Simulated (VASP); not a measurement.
# Nd2CoSi3 (P-6m2) in VASP: reference runs

Aim: a first look at Nd2CoSi3 with PBE, on the cell as given.

All numbers are computed with VASP 6.6.1; they aren't measurements. Logs are shortened: lines on timing, memory, paths and dates and some standing lists are left out, and cuts for length are marked.

## Step 1: Starting point

Symmetry: P-6m2, No. 187, hexagonal system. The conventional cell has a = 4.033 Å, b = 4.033 Å, c = 8.528 Å, α = 90.00°, β = 90.00°, γ = 120.00°. Nd (site symmetry 3m) is surrounded by 3 Co at 3.14 Å and 9 Si at 3.14 to 3.18 Å. Co (site symmetry -6m2) is surrounded by 3 Si at 2.33 Å. Around Si (site symmetry -6m2) lie 3 Si at 2.33 Å. Si (site symmetry -6m2) has 3 Co at 2.33 Å as nearest neighbours. Around Si (site symmetry -6m2) lie 3 Si at 2.33 Å.

The cell comes from a database or a generator and needn't be the stable form of this composition.

## Step 2: Single point, PBE, collinear spin, ferromagnetic start

File INCAR:

```
SYSTEM = Nd2CoSi3
PREC = Accurate
ENCUT = 520
EDIFF = 1E-7
ISMEAR = -1
SIGMA = 0.05
LREAL = .FALSE.
LASPH = .TRUE.
NELM = 100
ALGO = Normal
ISIF = 2
LWAVE = .FALSE.
LCHARG = .FALSE.
ISPIN = 2
MAGMOM = 3 3 2 0 0 0
LORBIT = 11
LMAXMIX = 6
GGA = PE
NBANDS = 38
```

File KPOINTS:

```
Automatic mesh
0
G
  8 8 3
  0 0 0
```

File POSCAR:

```
Nd2CoSi3
1.0
    4.0327653041      0.0000000000      0.0000000000
   -2.0163826521      3.4924772009      0.0000000000
    0.0000000000      0.0000000000      8.5275300000
Nd Co Si
2 1 3
Direct
    0.3333333333      0.6666666667      0.7533150000
    0.3333333333      0.6666666667      0.2466850000
    0.6666666667      0.3333333333      0.0000000000
    0.0000000000      0.0000000000      0.5000000000
    0.0000000000      0.0000000000      0.0000000000
    0.6666666667      0.3333333333      0.5000000000
```

Potentials or basis: VASP PAW PBE potentials, release 64 (Nd, Co, Si).

Run with:

```bash
cat potpaw_PBE.64/Nd/POTCAR potpaw_PBE.64/Co/POTCAR potpaw_PBE.64/Si/POTCAR > POTCAR
mpirun -np 1 vasp_std > vasp.out
```

OUTCAR:

```text
SYSTEM = Nd2CoSi3
   PREC = Accurate
   ENCUT = 520
   EDIFF = 1E-7
   ISMEAR = -1
   LREAL = .FALSE.
   LASPH = .TRUE.
   NELM = 100
   ISIF = 2
   ISPIN = 2
   LORBIT = 11
   GGA = PE

 ion  position               nearest neighbor table
   1  0.333  0.667  0.753-   3 3.14   5 3.14   3 3.14   5 3.14   5 3.14   3 3.14   6 3.18   4 3.18
                             6 3.18   4 3.18   4 3.18   6 3.18
   2  0.333  0.667  0.247-   3 3.14   5 3.14   3 3.14   5 3.14   5 3.14   3 3.14   6 3.18   4 3.18
                             6 3.18   4 3.18   4 3.18   6 3.18
   3  0.667  0.333  0.000-   5 2.33   5 2.33   5 2.33   2 3.14   1 3.14   2 3.14   1 3.14   1 3.14
                             2 3.14
   4  0.000  0.000  0.500-   6 2.33   6 2.33   6 2.33   1 3.18   2 3.18   1 3.18   2 3.18   1 3.18
                             2 3.18
   5  0.000  0.000  0.000-   3 2.33   3 2.33   3 2.33   1 3.14   2 3.14   1 3.14   2 3.14   1 3.14
                             2 3.14
   6  0.667  0.333  0.500-   4 2.33   4 2.33   4 2.33   2 3.18   1 3.18   2 3.18   1 3.18   1 3.18
                             2 3.18

  LATTYP: Found a hexagonal cell.
 ALAT       =     4.0327653041
 C/A-ratio  =     2.1145614379

  Lattice vectors:

 A1 = (   4.0327653041,   0.0000000000,   0.0000000000)
 A2 = (  -2.0163826521,   3.4924772009,   0.0000000000)
 A3 = (   0.0000000000,   0.0000000000,   8.5275300000)

Analysis of symmetry for initial positions (statically):
=====================================================================
 Subroutine PRICEL returns:
 Original cell was already a primitive cell.

 Routine SETGRP: Setting up the symmetry group for a
 hexagonal supercell.

 Subroutine GETGRP returns: Found 12 space group operations
 (whereof 12 operations were pure point group operations)
 out of a pool of 24 trial point group operations.

The static configuration has the point symmetry D_3h.

Analysis of symmetry for dynamics (positions and initial velocities):
=====================================================================
 Subroutine PRICEL returns:
 Original cell was already a primitive cell.

 Routine SETGRP: Setting up the symmetry group for a
 hexagonal supercell.

 Subroutine GETGRP returns: Found 12 space group operations
 (whereof 12 operations were pure point group operations)
 out of a pool of 24 trial point group operations.

The dynamic configuration has the point symmetry D_3h.

Analysis of structural, dynamic, and magnetic symmetry:
=====================================================================
 Subroutine PRICEL returns:
 Original cell was already a primitive cell.

 Routine SETGRP: Setting up the symmetry group for a
 hexagonal supercell.

 Subroutine GETGRP returns: Found 12 space group operations
 (whereof 12 operations were pure point group operations)
 out of a pool of 24 trial point group operations.

The overall configuration has the point symmetry D_3h.

 Subroutine INISYM returns: Found 12 space group operations
 (whereof 12 operations are pure point group operations),
 and found     1 'primitive' translations

----------------------------------------------------------------------------------------

                                     Primitive cell

  volume of cell :     120.1046

  direct lattice vectors                    reciprocal lattice vectors
     4.032765304  0.000000000  0.000000000     0.247968807  0.143164857  0.000000000
    -2.016382652  3.492477201  0.000000000     0.000000000  0.286329715  0.000000000
     0.000000000  0.000000000  8.527530000     0.000000000  0.000000000  0.117267251

  length of vectors
     4.032765304  4.032765304  8.527530000     0.286329715  0.286329715  0.117267251

  position of ions in fractional coordinates (direct lattice)
     0.333333333  0.666666667  0.753315000
     0.333333333  0.666666667  0.246685000
     0.666666667  0.333333333  0.000000000
     0.000000000  0.000000000  0.500000000
[... 58 lines left out ...]
  0.250000  0.250000  0.333333     12.000000
  0.375000  0.250000  0.333333     12.000000
   k-points           NKPTS =     20   k-points in BZ     NKDIM =     20   number of bands    NBANDS=     38
   number of dos      NEDOS =    301   number of ions     NIONS =      6
   total plane-waves  NPLWV =  57600
   dimension x,y,z NGX =    30 NGY =   30 NGZ =   64
   dimension x,y,z NGXF=    60 NGYF=   60 NGZF=  128
   ions per type =               2   1   3
   NGX,Y,Z   is equivalent  to a cutoff of  12.37, 12.37, 12.48 a.u.
   NGXF,Y,Z  is equivalent  to a cutoff of  24.73, 24.73, 24.95 a.u.
 SYSTEM =  Nd2CoSi3
   PREC   = accura    normal or accurate (medium, high low for compatibility)
   ISTART =      0    job   : 0-new  1-cont  2-samecut
   ICHARG =      2    charge: 1-file 2-atom 10-const
   ISPIN  =      2    spin polarized calculation?
   LNONCOLLINEAR =      F non collinear calculations
   LSORBIT =      F    spin-orbit coupling
   LASPH  =      T    aspherical Exc in radial PAW
   ENCUT  =  520.0 eV  38.22 Ry    6.18 a.u.   7.50  7.50 15.86*2*pi/ulx,y,z
   NELM   =    100;   NELMIN=  2; NELMDL= -5     # of ELM steps
   EDIFF  = 0.1E-06   stopping-criterion for ELM
   LREAL  =      F    real-space projection
   EDIFFG = 0.1E-05   stopping-criterion for IOM
   NSW    =      0    number of steps for IOM
   IBRION =     -1    ionic relax: 0-MD 1-quasi-New 2-CG
   NFREE  =      0    steps in history (QN), initial steepest desc. (CG)
   ISIF   =      2    stress and relaxation
   ISYM   =      2    0-nonsym 1-usesym 2-fastsym
   POTIM  = 0.5000    time-step for ionic-motion
   TEBEG  =    0.0;   TEEND  =   0.0 temperature during run
   PSTRESS=    0.0 pullay stress
   NELECT =      49.0000    total number of electrons
   NUPDOWN=      -1.0000    fix difference up-down
   EMIN   =  10.00;   EMAX   =-10.00  energy-range for DOS
   EFERMI =   0.00;   METHOD = LEGACY
   ISMEAR =    -1;   SIGMA  =   0.05  broadening in eV -4-tet -1-fermi 0-gaus
   EFERMI_NEDOS =   21; number of points for ismear=-14 and -15
   IALGO  =     38    algorithm
   IMIX   =      4    mixing-type and parameters
     AMIX     =   0.40;   BMIX     =  1.00
     AMIX_MAG =   1.60;   BMIX_MAG =  1.00
  volume/ion in A,a.u.               =      20.02       135.08
  Fermi-wavevector in a.u.,A,eV,Ry     =   1.214191  2.294488 20.058515  1.474259
  Thomas-Fermi vector in A             =   2.349619
   LORBIT       =     11    0 simple, 1 ext, 2 COOP (PROOUT), +10 PAW based schemes
   GGA     = PE    functional components
   LHFCALC =     F    Hartree Fock is set to
   AEXX    =    0.0000 exact exchange contribution
   IVDW    =     0    specifies the selected vdW correction
   LEPSILON=     F    determine dielectric tensor
   LRPA    =     F    only Hartree local field effects (RPA)
 spin polarized calculation
  energy-cutoff  :      520.00
  volume of cell :      120.10
 maximum number of plane-waves:      3289
 NGX is ok and might be reduce to    30
   NGX = 15   NGY = 15   NGZ = 31

 number of electron      48.9999995 magnetization      10.5919297

 number of electron      48.9999993 magnetization       6.6286953

 Free energy of the ion-electron system (eV)
  ---------------------------------------------------
  ext. energy  EPLUGINS =         0.00000000
  ---------------------------------------------------
  free energy    TOTEN  =       -39.82217385 eV

  energy without entropy =      -39.69197995  energy(sigma->0) =      -39.75707690

 E-fermi :   6.7656     XC(G=0): -10.7653

 val. band max:        6.7646986751   @ k =   0.2500   0.0000   0.0000
 cond. band min:       6.7730500438   @ k =   0.1250   0.0000   0.0000
 fundamental gap:      0.0083513687
 Fermi energy:         6.7656372712

 spin component 1

 k-point     1 :       0.0000    0.0000    0.0000
  band No.  band energies     occupation
      1     -30.1733      1.00000
      2     -30.1647      1.00000
      3     -11.6922      1.00000
      4     -11.3894      1.00000
      5     -11.2185      1.00000
      6     -11.2185      1.00000
[... 769 lines left out ...]
     35       7.4498      0.00000
     36       7.4912      0.00000
 Fermi energy:         6.7656372712

 spin component 2

 k-point     1 :       0.0000    0.0000    0.0000
  band No.  band energies     occupation
      1     -28.6952      1.00000
      2     -28.6850      1.00000
      3     -10.6882      1.00000
      4     -10.3131      1.00000
      5     -10.1087      1.00000
      6     -10.1087      1.00000
[... 769 lines left out ...]
     35       9.4146      0.00000
     36       9.4515      0.00000
 [bands above 36 left out]

------------------------ aborting loop because EDIFF is reached ----------------------------------------

  FORCE on cell =-STRESS in cart. coord.  units (eV):
  Direction    XX          YY          ZZ          XY          YZ          ZX
  --------------------------------------------------------------------------------------
  -------------------------------------------------------------------------------------
  Total       -0.6979846     -0.6979846     -0.9027725      0.0000000      0.0000000      0.0000000
  in kB       -9.3110069     -9.3110069    -12.0428457      0.0000000      0.0000000      0.0000000
  external PRESSURE =     -10.2216198 kB  Pullay stress =       0.0000000 kB

 VOLUME and BASIS-vectors are now :
 -----------------------------------------------------------------------------
  energy-cutoff  :      520.00
  volume of cell :      120.10
      direct lattice vectors                 reciprocal lattice vectors
     4.032765304  0.000000000  0.000000000     0.247968807  0.143164857  0.000000000
    -2.016382652  3.492477201  0.000000000     0.000000000  0.286329715  0.000000000
     0.000000000  0.000000000  8.527530000     0.000000000  0.000000000  0.117267251

 POSITION                                       TOTAL-FORCE (eV/Angst)
 -----------------------------------------------------------------------------------
     -0.00000      2.32832      6.42392        -0.000000      0.000000      0.238502
     -0.00000      2.32832      2.10361        -0.000000      0.000000     -0.238502
      2.01638      1.16416      0.00000         0.000000     -0.000000      0.000000
      0.00000      0.00000      4.26377         0.000000      0.000000      0.000000
      0.00000      0.00000      0.00000        -0.000000      0.000000      0.000000
      2.01638      1.16416      4.26377         0.000000      0.000000      0.000000
 -----------------------------------------------------------------------------------
    total drift:                                0.000003     -0.000001     -0.000000

  FREE ENERGIE OF THE ION-ELECTRON SYSTEM (eV)
  ---------------------------------------------------
  free  energy   TOTEN  =       -39.8221738518 eV

  energy  without entropy=      -39.6919799454  energy(sigma->0) =      -39.75707690

 total charge

# of ion       s       p       d       f       tot
--------------------------------------------------
    1        1.985   5.417   0.518   3.216  11.136
    2        1.985   5.417   0.518   3.216  11.136
    3        0.490   0.394   7.398   0.000   8.281
    4        0.754   0.920   0.000   0.000   1.674
    5        0.778   0.891   0.000   0.000   1.669
    6        0.751   0.933   0.000   0.000   1.684
--------------------------------------------------
tot          6.744  13.971   8.434   6.431  35.580

 magnetization (x)

# of ion       s       p       d       f       tot
--------------------------------------------------
    1       -0.013  -0.115   0.056   3.113   3.041
    2       -0.013  -0.115   0.056   3.113   3.041
    3       -0.008   0.007  -0.210   0.000  -0.210
    4       -0.007  -0.007   0.000   0.000  -0.014
    5       -0.006  -0.006   0.000   0.000  -0.011
    6       -0.007  -0.007   0.000   0.000  -0.013
--------------------------------------------------
tot         -0.053  -0.242  -0.097   6.226   5.834
```

Run time: 19 min. Hardware: 1 thread of AMD EPYC 7R13 (Zen 3), shared host; peak memory 0.34 GiB.

What came out:

| Item | Value |
| --- | --- |
| Free energy | -39.8222 eV |
| Pressure | -1.0 GPa |
| Largest force | 0.239 eV/Å |
| Band gap on the k mesh | none (metal or under the smearing width) |
| Net moment | 6.63 μB per cell |
| Site moments | Nd +3.04; Co -0.21; Si -0.01 μB |
| Valence electrons inside the program's atomic spheres | Nd 11.14; Co 8.28; Si 1.67, 1.68 |

Forces on the atoms (eV/Å):
```
Nd   0.000  0.000  0.239
Nd   0.000  0.000 -0.239
Co   0.000  0.000  0.000
Si   0.000  0.000  0.000
Si   0.000  0.000  0.000
Si   0.000  0.000  0.000
```

Stress tensor (GPa, compression positive):
```
-0.93  0.00  0.00
 0.00 -0.93  0.00
 0.00  0.00 -1.20
```

Caveat: the magnetic or orbital state may not be the lowest; spin-orbit coupling is left out, which moves the levels of the heavy elements; without U or exact exchange the open f shell lies at the Fermi level, which spoils levels, moments and volumes. The state reached can hang on the start; a lower one may exist.
